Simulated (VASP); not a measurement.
Calculation: PBE GGA, VASP's PBE PAW potentials (set 64) (plane waves; VASP).

Input for VASP

POSCAR:
```
TiB2
1
    1.4733027067    -2.5518351796     0.0000000000
    1.4733027067     2.5518351796     0.0000000000
    0.0000000000     0.0000000000     3.0929985807
Ti B
1 2
Direct
  0.0000000000   0.0000000000   0.0000000000
  0.3333330000   0.6666670000   0.5000000000
  0.6666670000   0.3333330000   0.5000000000
```

File KPOINTS:
```
Automatic mesh
0
Gamma
12 12 10
0 0 0
```

### INCAR
```
SYSTEM = TiB2
PREC = Accurate
ENCUT = 620
EDIFF = 1E-6
NELM = 100
ALGO = Normal
LREAL = .FALSE.
LASPH = .TRUE.
ISMEAR = 1
SIGMA = 0.1
GGA = PE
LMAXMIX = 4
LWAVE = .FALSE.
LCHARG = .FALSE.
IBRION = 2
ISIF = 3
NSW = 40
EDIFFG = -0.02
PSTRESS = 450
```

POTCAR, in this order: Ti_sv B (PBE.64 set). Program: vasp_std.

Energy and stress use the plane-wave basis of the starting cell.

What does the run give for the energy per atom (σ→0), volume per atom, band gap (on the k-mesh)?

```json
{
  "energy per atom (σ→0)": "-8.003 eV/atom",
  "band gap (on the k-mesh)": "none (metal, semimetal or under 0.01 eV)",
  "volume_per_atom": "7.45 Å³/atom"
}
```

### OSZICAR
```
...
   5 F= -.17728969E+02 E0= -.17728801E+02  d E =-.416843E-01
       N       E                     dE             d eps       ncg     rms          rms(c)
DAV:   1    -0.240101670704E+02    0.17695E-02   -0.62776E-02  3229   0.413E+00    0.255E-01
DAV:   2    -0.240095145734E+02    0.65250E-03   -0.28770E-03  3039   0.560E-01    0.147E-01
DAV:   3    -0.240091646926E+02    0.34988E-03   -0.55560E-04  3659   0.312E-01    0.197E-02
DAV:   4    -0.240091651389E+02   -0.44629E-06   -0.34537E-05  3113   0.698E-02    0.114E-02
DAV:   5    -0.240091646662E+02    0.47269E-06   -0.26565E-06  3185   0.206E-02
   6 F= -.17729535E+02 E0= -.17729451E+02  d E =-.565675E-03
```

The compound is TiB2 in the AlB2 type structure. This run relaxes it under an external pressure of 45 GPa. Symmetry was kept, so distortions that lower it aren't found.
